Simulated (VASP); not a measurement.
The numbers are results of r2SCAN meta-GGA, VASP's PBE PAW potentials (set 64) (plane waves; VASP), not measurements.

VASP ran on this input.

File POSCAR:
```
GePt
1
    5.7458089220     0.0000000000     0.0000000000
    0.0000000000     3.6944917665     0.0000000000
    0.0000000000     0.0000000000     6.0901710221
Pt Ge
4 4
Direct
  0.5014735902   0.2500000000   0.6909415585
  0.0014735902   0.2500000000   0.8090584415
  0.4985264098   0.7500000000   0.3090584415
  0.9985264098   0.7500000000   0.1909415585
  0.6849561655   0.2500000000   0.0875758423
  0.1849561655   0.2500000000   0.4124241577
  0.3150438345   0.7500000000   0.9124241577
  0.8150438345   0.7500000000   0.5875758423
```

INCAR:
```
SYSTEM = GePt
PREC = Accurate; ENCUT = 400; LREAL = F
LASPH = T
EDIFF = 1E-6; NELM = 100; ALGO = Normal
LMAXMIX = 6; LMIXTAU = T
ISMEAR = 1; SIGMA = 0.1
METAGGA = R2SCAN
IBRION = 2; NSW = 60; ISIF = 3
EDIFFG = -0.02
LWAVE = F; LCHARG = F
```

### KPOINTS
```
Automatic
0
G
5 8 5
```

POTCAR, in this order: Pt Ge_d (PBE.64 set). Program: vasp_std.

What will the output report for the number of irreducible k-points (NKPTS), number of bands (NBANDS), largest plane-wave count, number of space-group operations, FFT grid (NGX, NGY, NGZ)?

The number of irreducible k-points (NKPTS) is 45 and the number of bands (NBANDS) comes out as 57. The largest plane-wave count is 2368, the number of space-group operations is 8 and the FFT grid (NGX, NGY, NGZ) is 40 × 24 × 40.

The structure was generated: GePt was put into the MnP type (Pnma), which need not be its known phase. This run relaxes it. Symmetry was kept, so distortions that lower it aren't found. The start is the result of an earlier pass.
